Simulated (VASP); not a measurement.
# A vacancy on the Mg site in Mg, part 2 of 3

How easily does a vacancy on the Mg site form in Mg? The host is relaxed first, then a supercell is run with and without the defect. The start is a computed cell from the Materials Project.

VASP 6.6.1; PBEsol; plane waves and PAW (Mg).

So far. Step 2 (The host at zero pressure): The start already met the threshold, so nothing moved.

## Step 3: The perfect supercell

System of this step: Mg. The structure is hexagonal, space group P6_3/mmc (No. 194). The conventional cell has a = 3.177 Å, b = 3.177 Å, c = 10.319 Å, α = 90.00°, β = 90.00°, γ = 120.00°. Nearest to Mg lie 12 Mg at 3.17 to 3.18 Å. Nearest to Mg lie 12 Mg at 3.17 to 3.18 Å.

The same cell, mesh and cutoff without the defect give the energy to subtract and, in a gapped host, the band edges to count from, so that most errors cancel.

INCAR

```
SYSTEM = Mg
PREC = Normal
ENCUT = 300
EDIFF = 1E-05
NELM = 120
ISMEAR = 1
SIGMA = 0.2
LREAL = Auto
ALGO = Fast
GGA = PS
NBANDS = 64
LORBIT = 11
LWAVE = .FALSE.
LCHARG = .FALSE.
KPAR = 4
LASPH = .TRUE.
```

POSCAR

```
Mg
1.0
    9.5304784968      0.0000000000      0.0000000000
   -4.7652392484      8.2536364884      0.0000000000
    0.0000000000      0.0000000000     10.3188620100
Mg
36
Direct
    0.2222222222      0.1111111111      0.7500000000
    0.2222222222      0.4444444444      0.7500000000
    0.2222222222      0.7777777778      0.7500000000
    0.5555555556      0.1111111111      0.7500000000
    0.5555555556      0.4444444444      0.7500000000
    0.5555555556      0.7777777778      0.7500000000
    0.8888888889      0.1111111111      0.7500000000
    0.8888888889      0.4444444444      0.7500000000
    0.8888888889      0.7777777778      0.7500000000
    0.0000000000      0.0000000000      0.5000000000
    0.0000000000      0.3333333333      0.5000000000
    0.0000000000      0.6666666667      0.5000000000
    0.3333333333      0.0000000000      0.5000000000
    0.3333333333      0.3333333333      0.5000000000
    0.3333333333      0.6666666667      0.5000000000
    0.6666666667      0.0000000000      0.5000000000
    0.6666666667      0.3333333333      0.5000000000
    0.6666666667      0.6666666667      0.5000000000
    0.1111111111      0.2222222222      0.2500000000
    0.1111111111      0.5555555556      0.2500000000
    0.1111111111      0.8888888889      0.2500000000
    0.4444444444      0.2222222222      0.2500000000
    0.4444444444      0.5555555556      0.2500000000
    0.4444444444      0.8888888889      0.2500000000
    0.7777777778      0.2222222222      0.2500000000
    0.7777777778      0.5555555556      0.2500000000
    0.7777777778      0.8888888889      0.2500000000
    0.0000000000      0.0000000000      0.0000000000
    0.0000000000      0.3333333333      0.0000000000
    0.0000000000      0.6666666667      0.0000000000
    0.3333333333      0.0000000000      0.0000000000
    0.3333333333      0.3333333333      0.0000000000
    0.3333333333      0.6666666667      0.0000000000
    0.6666666667      0.0000000000      0.0000000000
    0.6666666667      0.3333333333      0.0000000000
    0.6666666667      0.6666666667      0.0000000000
```

KPOINTS

```
Automatic mesh
0
Gamma
4 4 4
0 0 0
```

PAW data sets: Mg (PBE family, release 64).

Started as:

```bash
$ mpirun -np 4 vasp_std
```

The log of the run:

```text
[banner, memory and clock lines left out]
running    4 mpi-ranks, on    1 nodes
 distrk:  each k-point on    1 cores,    4 groups
 distr:  one band on    1 cores,    1 groups

 POSCAR found type information on POSCAR Mg
 POSCAR found :  1 types and      36 ions
 [... a notice as in an earlier step ...]

 LDA part: xc-table for (Slater+PW92), standard interpolation
 POSCAR, INCAR and KPOINTS ok, starting setup
 FFT: planning ... GRIDC
 FFT: planning ... GRID_SOFT
 FFT: planning ... GRID
 WAVECAR not read
 entering main loop
       N       E                     dE             d eps       ncg     rms          rms(c)
DAV:   1     0.318317054677E+02    0.31832E+02   -0.14956E+04  1536   0.529E+02
DAV:   2    -0.574645485325E+02   -0.89296E+02   -0.83201E+02  1800   0.755E+01
DAV:   3    -0.620447939717E+02   -0.45802E+01   -0.44065E+01  1952   0.138E+01
DAV:   4    -0.621092441631E+02   -0.64450E-01   -0.64191E-01  1808   0.189E+00
DAV:   5    -0.621099789613E+02   -0.73480E-03   -0.73462E-03  1840   0.224E-01    0.404E+00
RMM:   6    -0.619191099255E+02    0.19087E+00   -0.10589E-02  1560   0.343E-01    0.257E+00
RMM:   7    -0.617466164127E+02    0.17249E+00   -0.45904E-02  1627   0.678E-01    0.123E-01
RMM:   8    -0.617467045116E+02   -0.88099E-04   -0.21611E-03  1710   0.155E-01    0.256E-02
RMM:   9    -0.617467059077E+02   -0.13961E-05   -0.18666E-04  1815   0.477E-02    0.574E-03
RMM:  10    -0.617467083783E+02   -0.24705E-05   -0.37424E-05  1617   0.183E-02
   1 F= -.61746708E+02 E0= -.61739750E+02  d E =-.208751E-01
```

Elapsed: 44 s, on 4 MPI ranks of Intel Xeon Platinum 8259CL at 2.50GHz (Skylake/Cascade Lake), shared host; peak memory 1.4 GiB; 2.9 min of CPU time.

Parts of OUTCAR (step 3):

```text
  LATTYP: Found a hexagonal cell.
 ALAT       =     9.5304784968
 C/A-ratio  =     1.0827223432

 Found     12 irreducible k-points:

   k-points           NKPTS =     12   k-points in BZ     NKDIM =     12   number of bands    NBANDS=     64

   dimension x,y,z NGX =    40 NGY =   40 NGZ =   48
   dimension x,y,z NGXF=    80 NGYF=   80 NGZF=   96

   ENCUT  =  300.0 eV  22.05 Ry    4.70 a.u.  13.46 13.46 14.57*2*pi/ulx,y,z

   NELECT =      72.0000    total number of electrons

 E-fermi :   2.6253

 k-point     1 :       0.0000    0.0000    0.0000
  band No.  band energies     occupation
    ...
     25       2.0632      2.00052
     26       2.0632      2.00052
     27       2.0632      2.00052
     28       2.1004      2.00131
     29       2.1004      2.00131
     30       2.8864     -0.06910
     31       2.8864     -0.06910
     32       2.9853     -0.02885
     33       2.9853     -0.02885
     34       2.9853     -0.02885
    ...

 k-point     2 :       0.2500    0.0000    0.0000
  band No.  band energies     occupation
    ...
     32       2.2400      2.02013
     33       2.2400      2.02013
     34       2.6083      1.14329
     35       2.6083      1.14328
     36       2.6154      1.08329
     37       3.0856     -0.00536
     38       3.0856     -0.00536
     39       3.0991     -0.00407
     40       3.0991     -0.00407
     41       3.5261     -0.00000
    ...

  Total        0.8216517      0.8216517     -2.3032103      0.0000000      0.0000000      0.0000000
  in kB        1.6218344      1.6218344     -4.5462396      0.0000000      0.0000000      0.0000000
  external PRESSURE =      -0.4341903 kB  Pullay stress =       0.0000000 kB

  energy-cutoff  :      300.00
  volume of cell :      811.69
      direct lattice vectors                 reciprocal lattice vectors
     9.530478497  0.000000000  0.000000000     0.104926526  0.060579358  0.000000000
    -4.765239248  8.253636488  0.000000000     0.000000000  0.121158716  0.000000000
     0.000000000  0.000000000 10.318862010     0.000000000  0.000000000  0.096909911

 POSITION                                       TOTAL-FORCE (eV/Angst)
 -----------------------------------------------------------------------------------
      1.58841      0.91707      7.73915         0.000000     -0.000000     -0.000000
      0.00000      3.66828      7.73915         0.000000      0.000000     -0.000000
     -1.58841      6.41950      7.73915         0.000000     -0.000000     -0.000000
      4.76524      0.91707      7.73915         0.000000      0.000000     -0.000000
      3.17683      3.66828      7.73915         0.000000      0.000000     -0.000000
      1.58841      6.41950      7.73915         0.000000     -0.000000     -0.000000
      7.94207      0.91707      7.73915        -0.000000     -0.000000     -0.000000
      6.35365      3.66828      7.73915         0.000000      0.000000     -0.000000
      4.76524      6.41950      7.73915         0.000000      0.000000     -0.000000
      0.00000      0.00000      5.15943         0.000000     -0.000000     -0.000000
     -1.58841      2.75121      5.15943         0.000000      0.000000     -0.000000
     -3.17683      5.50242      5.15943        -0.000000     -0.000000     -0.000000
      3.17683      0.00000      5.15943         0.000000     -0.000000      0.000000
      1.58841      2.75121      5.15943         0.000000     -0.000000      0.000000
     -0.00000      5.50242      5.15943         0.000000      0.000000      0.000000
      6.35365      0.00000      5.15943         0.000000      0.000000      0.000000
      4.76524      2.75121      5.15943        -0.000000      0.000000      0.000000
      3.17683      5.50242      5.15943        -0.000000      0.000000     -0.000000
      0.00000      1.83414      2.57972        -0.000000      0.000000     -0.000000
     -1.58841      4.58535      2.57972        -0.000000     -0.000000     -0.000000
     -3.17683      7.33657      2.57972        -0.000000      0.000000     -0.000000
      3.17683      1.83414      2.57972        -0.000000      0.000000     -0.000000
      1.58841      4.58535      2.57972        -0.000000      0.000000     -0.000000
     -0.00000      7.33657      2.57972        -0.000000     -0.000000     -0.000000
      6.35365      1.83414      2.57972        -0.000000     -0.000000     -0.000000
      4.76524      4.58535      2.57972        -0.000000      0.000000     -0.000000
      3.17683      7.33657      2.57972         0.000000     -0.000000     -0.000000
      0.00000      0.00000      0.00000         0.000000     -0.000000     -0.000000
     -1.58841      2.75121      0.00000         0.000000     -0.000000     -0.000000
     -3.17683      5.50242      0.00000         0.000000     -0.000000      0.000000
      3.17683      0.00000      0.00000         0.000000      0.000000     -0.000000
      1.58841      2.75121      0.00000         0.000000     -0.000000      0.000000
     -0.00000      5.50242      0.00000         0.000000      0.000000     -0.000000
      6.35365      0.00000      0.00000        -0.000000      0.000000      0.000000
      4.76524      2.75121      0.00000        -0.000000     -0.000000     -0.000000
      3.17683      5.50242      0.00000         0.000000      0.000000      0.000000
 -----------------------------------------------------------------------------------
    total drift:                               -0.000000      0.000000     -0.000000

  FREE ENERGIE OF THE ION-ELECTRON SYSTEM (eV)
  ---------------------------------------------------
  free  energy   TOTEN  =       -61.7467083783 eV

  energy  without entropy=      -61.7258332648  energy(sigma->0) =      -61.73975001

 total charge
# of ion       s       p       d       tot
------------------------------------------
    1        0.212   0.128   0.012   0.352
    2        0.212   0.128   0.012   0.352
    3        0.212   0.128   0.012   0.352
    4        0.212   0.128   0.012   0.352
    5        0.212   0.128   0.012   0.352
    6        0.212   0.128   0.012   0.352
    7        0.212   0.128   0.012   0.352
    8        0.212   0.128   0.012   0.352
    9        0.212   0.128   0.012   0.352
   10        0.208   0.131   0.012   0.351
   11        0.208   0.131   0.012   0.351
   12        0.208   0.131   0.012   0.351
   13        0.208   0.131   0.012   0.351
   14        0.208   0.131   0.012   0.351
   15        0.208   0.131   0.012   0.351
   16        0.208   0.131   0.012   0.351
   17        0.208   0.131   0.012   0.351
   18        0.208   0.131   0.012   0.351
   19        0.212   0.128   0.012   0.352
   20        0.212   0.128   0.012   0.352
   21        0.212   0.128   0.012   0.352
   22        0.212   0.128   0.012   0.352
   23        0.212   0.128   0.012   0.352
   24        0.212   0.128   0.012   0.352
   25        0.212   0.128   0.012   0.352
   26        0.212   0.128   0.012   0.352
   27        0.212   0.128   0.012   0.352
   28        0.208   0.131   0.012   0.351
   29        0.208   0.131   0.012   0.351
   30        0.208   0.131   0.012   0.351
   31        0.208   0.131   0.012   0.351
   32        0.208   0.131   0.012   0.351
   33        0.208   0.131   0.012   0.351
   34        0.208   0.131   0.012   0.351
   35        0.208   0.131   0.012   0.351
   36        0.208   0.131   0.012   0.351
--------------------------------------------------
tot          7.560   4.651   0.428  12.639

[... 2 parts as in an earlier step ...]

[... 7 further parts left out ...]
```

Numbers from this step:

* electrons: 72
* free energy (TOTEN): -61.7467 eV
* energy at zero smearing: -61.7398 eV
* Fermi energy: 2.625 eV

The host is treated as a metal, as its relaxation found a gap under 0.3 eV or none, and only the neutral defect is run.

(Continued in part 3 of 3.)

[Lines on the potential files, build, host, timing and source positions are cut from VASP's logs without a mark.]

[Logs are printed without paths, hosts, clocks, repeated set-up lines and the standing remarks that a program may print on its own settings, such as how far it seeks lower states.]

[Hosts, paths, dates, database ids (printed as entryN), source tags and the programs' standing remarks are cut or masked in the printed files.]

[In band tables of VASP the shares of atoms and orbitals are scaled to a sum of 1 inside the atoms' spheres.]

[Runs that stopped without an error message from VASP are left out.]
